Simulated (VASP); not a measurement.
Write the native input for VASP 6.6.1 that does the following.

```
Task                   : band structure
Functional             : TB-mBJ
Potentials or basis    : VASP PAW PBE potentials, release 64 (Sr_sv, Ti_sv, O)
Cutoff                 : 520 eV
k mesh                 : 8 × 8 × 8
Occupations            : gaussian, width 0.02 eV
Spin                   : no spin polarisation
Further INCAR settings : ALGO = Normal; EDIFF = 1e-06
```

SrTiO3:

```xyz
5
Lattice="3.8947 0.0000 0.0000 0.0000 3.8947 0.0000 0.0000 0.0000 3.8947" Properties=species:S:1:pos:R:3 pbc="T T T"
Sr    0.0000    0.0000    0.0000
Ti    1.9473    1.9473    1.9473
O     1.9473    0.0000    1.9473
O     1.9473    1.9473    0.0000
O     0.0000    1.9473    1.9473
```

The cell is a database's computed one.

These files were run (other wordings do the same):

POSCAR

```
SrTiO3
1.0
    3.8946700000      0.0000000000      0.0000000000
    0.0000000000      3.8946700000      0.0000000000
    0.0000000000      0.0000000000      3.8946700000
Sr Ti O
1 1 3
Direct
    0.0000000000      0.0000000000      0.0000000000
    0.5000000000      0.5000000000      0.5000000000
    0.5000000000      0.0000000000      0.5000000000
    0.5000000000      0.5000000000      0.0000000000
    0.0000000000      0.5000000000      0.5000000000
```

INCAR.step1

```
PREC = Accurate
ENCUT = 520
EDIFF = 1E-5
ISMEAR = 0
SIGMA = 0.02
LREAL = F
LASPH = T
NELM = 80
ALGO = Normal
ISIF = 2
LWAVE = T
LCHARG = F
LMAXMIX = 4
GGA = PE
```

INCAR.step2

```
PREC = Accurate
ENCUT = 520
EDIFF = 1E-6
ISMEAR = 0
SIGMA = 0.02
LREAL = F
LASPH = T
NELM = 80
ALGO = Normal
ISIF = 2
LWAVE = F
LCHARG = F
LMAXMIX = 4
METAGGA = MBJ
ISTART = 1
```

KPOINTS

```
regular mesh
0
Gamma
  8 8 8
```

KPOINTS_OPT

```
path GXMGRX,MR
15
line-mode
reciprocal
 0.0000000000  0.0000000000  0.0000000000  G
 0.0000000000  0.5000000000  0.0000000000  X

 0.0000000000  0.5000000000  0.0000000000  X
 0.5000000000  0.5000000000  0.0000000000  M

 0.5000000000  0.5000000000  0.0000000000  M
 0.0000000000  0.0000000000  0.0000000000  G

 0.0000000000  0.0000000000  0.0000000000  G
 0.5000000000  0.5000000000  0.5000000000  R

 0.5000000000  0.5000000000  0.5000000000  R
 0.0000000000  0.5000000000  0.0000000000  X

 0.5000000000  0.5000000000  0.0000000000  M
 0.5000000000  0.5000000000  0.5000000000  R
```

Potentials or basis: VASP PAW PBE potentials, release 64 (Sr_sv, Ti_sv, O).

Run with:

```sh
$ cat potpaw_PBE.64/Sr_sv/POTCAR potpaw_PBE.64/Ti_sv/POTCAR potpaw_PBE.64/O/POTCAR > POTCAR
$ cp INCAR.step1 INCAR
$ mpirun -np 1 vasp_std > vasp.out
$ cp INCAR.step2 INCAR
$ mpirun -np 1 vasp_std > vasp.out
```

Results of the run:

```json
{"Band gap on the k mesh": "2.85 eV, indirect (least direct gap 3.26 eV)", "Band gap along the path": "2.85 eV, indirect (least direct gap 3.26 eV)"}
```

Run time: 3.7 min on 1 thread of AMD EPYC 9R45 (Zen 5), on a shared host, peak memory 0.21 GiB.
